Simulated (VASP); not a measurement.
VASP runs on MoIr3 (space group P6_3/mmc) share one base input (LDA (Ceperley-Alder, Perdew-Zunger), plane waves, VASP's LDA PAW potentials (set 64)) and change the settings named in each case.

File POSCAR:
```
MoIr3
1
    5.4870000000     0.0000000000     0.0000000000
   -2.7435000000     4.7518810000     0.0000000000
    0.0000000000     0.0000000000     4.3850000000
Ir Mo
6 2
Direct
  0.8330000000   0.6660000000   0.2500000000
  0.1670000000   0.8330000000   0.7500000000
  0.3340000000   0.1670000000   0.2500000000
  0.1670000000   0.3340000000   0.7500000000
  0.8330000000   0.1670000000   0.2500000000
  0.6660000000   0.8330000000   0.7500000000
  0.3333330000   0.6666670000   0.2500000000
  0.6666670000   0.3333330000   0.7500000000
```

File KPOINTS:
```
Automatic mesh
0
Gamma
5 5 5
0 0 0
```

### INCAR
```
! general
SYSTEM  = MoIr3
PREC    = Accurate
ENCUT   = 300
LREAL   = .False.
LASPH   = .True.

! electronic loop
EDIFF   = 1E-6
NELM    = 100
ALGO    = Normal
LMAXMIX = 6

! smearing
ISMEAR  = 0
SIGMA   = 0.272

! ions
ISIF    = 2

! output
LWAVE   = .False.
LCHARG  = .False.
```

POTCAR, in this order: Ir Mo_sv (LDA.64 set). Program: vasp_std.

```json
[
 {"change": "base run", "E(σ→0) (eV/atom)": "-11.1403", "pressure (GPa)": "-6.48", "largest force (eV/Å)": "0.156", "−TS (eV)": "-0.1629"},
 {"change": "GGA = PS, POTCAR Ir Mo_sv (PBE.64 set)", "E(σ→0) (eV/atom)": "-10.6744", "pressure (GPa)": "-2.05", "largest force (eV/Å)": "0.163", "−TS (eV)": "-0.1623"},
 {"change": "GGA_COMPAT = .FALSE., LNONCOLLINEAR = .TRUE., LSORBIT = .TRUE., MAGMOM = 0.0 0.0 0.0 0.0 0.0 0.0 0.0 0.0 0.0 0.0 0.0 0.0 0.0 0.0 0.0 0.0 0.0 0.0 0.0 0.0 0.0 0.0 0.0 0.0, program vasp_ncl", "E(σ→0) (eV/atom)": "-11.4490", "pressure (GPa)": "-5.97", "largest force (eV/Å)": "0.130", "−TS (eV)": "-0.1788"},
 {"change": "KPOINTS 2×2×2 Γ-centred mesh", "E(σ→0) (eV/atom)": "-11.2081", "pressure (GPa)": "-8.54", "largest force (eV/Å)": "0.576", "−TS (eV)": "-0.2267"}
]
```
 Energies of different potentials or functionals have different zeros.  Unless said otherwise, spin-orbit coupling is left out, though it shifts the bands of the heavy elements here. At 300 eV the pressure can carry a Pulay error.

Left out are runs that ran out of time, are held back, or changed the cell or the kind of run, fixed moments of cells without a moment, rows past the twelfth, gaps on odd meshes, pressures of charged cells and columns that move by less than the noise.

The structure comes from a measured MoIr3 entry of the Crystallography Open Database, whose conditions weren't checked. The cell was not relaxed at this level, forces remain on its atoms.
